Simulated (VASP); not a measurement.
A VASP calculation is set up with these files.

**POSCAR**
```
Mg3Sb2
1
    2.2721037336    -3.9353992637     0.0000000000
    2.2721037336     3.9353992637    -0.0000000000
   -0.0000000000    -0.0000000000     7.0917647305
Mg Sb
3 2
Direct
  0.0000000000   0.0000000000   1.0000000000
  0.3333330000   0.6666670000   0.6332468967
  0.6666670000   0.3333330000   0.3667531033
  0.3333330000   0.6666670000   0.2234422078
  0.6666670000   0.3333330000   0.7765577922
```

INCAR:
```
SYSTEM=Mg3Sb2
NELM=100   ! most electronic steps
IVDW=12   ! D3, Becke-Johnson
SIGMA=0.05
ALGO=Normal
IBRION=2
NSW=60   ! most ionic steps
LASPH=.TRUE.   ! aspherical one-centre terms
GGA=PE
PREC=Accurate
LCHARG=.FALSE.
LMAXMIX=4
LWAVE=.FALSE.
ENCUT=520
ISMEAR=0   ! Gaussian
ISIF=3
LREAL=.FALSE.   ! projection in real space or not
EDIFF=1E-6
EDIFFG=-0.02
```

### KPOINTS
```
Automatic mesh
0
G
  5 5 3
```

POTCAR, in this order: Mg Sb (PBE.64 set). Program: vasp_std.

Problem. Translate this PBE-D3(BJ) calculation to Quantum ESPRESSO's pw.x.

Solution. One equivalent input (not run):
```
&CONTROL
  calculation = 'vc-relax'
  pseudo_dir = './pseudo'
  outdir = './out'
  tprnfor = .true.
  tstress = .true.
  nstep = 60
  forc_conv_thr = 0.00078
/
&SYSTEM
  ibrav = 0
  nat = 5
  ntyp = 2
  ecutwfc = 84
  occupations = 'smearing'
  smearing = 'gaussian'
  degauss = 0.003675
  input_dft = 'pbe'
  vdw_corr = 'grimme-d3'
  dftd3_version = 4
  dftd3_threebody = .false.
/
&ELECTRONS
  conv_thr = 7.3e-08
  electron_maxstep = 100
/
&IONS
/
&CELL
/
ATOMIC_SPECIES
  Mg 24.305 Mg.upf
  Sb 121.760 Sb.upf
CELL_PARAMETERS angstrom
     2.2721037   -3.9353993    0.0000000
     2.2721037    3.9353993   -0.0000000
    -0.0000000   -0.0000000    7.0917647
ATOMIC_POSITIONS crystal
  Mg   0.0000000  0.0000000  1.0000000
  Mg   0.3333330  0.6666670  0.6332469
  Mg   0.6666670  0.3333330  0.3667531
  Sb   0.3333330  0.6666670  0.2234422
  Sb   0.6666670  0.3333330  0.7765578
K_POINTS automatic
  5 5 3 0 0 0
```
Limits of the translation: the potentials are each code's own (VASP's PAW set, PseudoDojo norm-conserving files in pw.x), so ENCUT and ecutwfc are chosen apart and not converted; conv_thr bounds pw.x's estimated SCF error, while EDIFF bounds the energy change between steps; forc_conv_thr acts on force components and is met together with etot_conv_thr.

The compound is Mg3Sb2 in the a-la2o3 structure. This run relaxes it. Symmetry was kept, so distortions that lower it aren't found. The start is the result of an earlier pass.
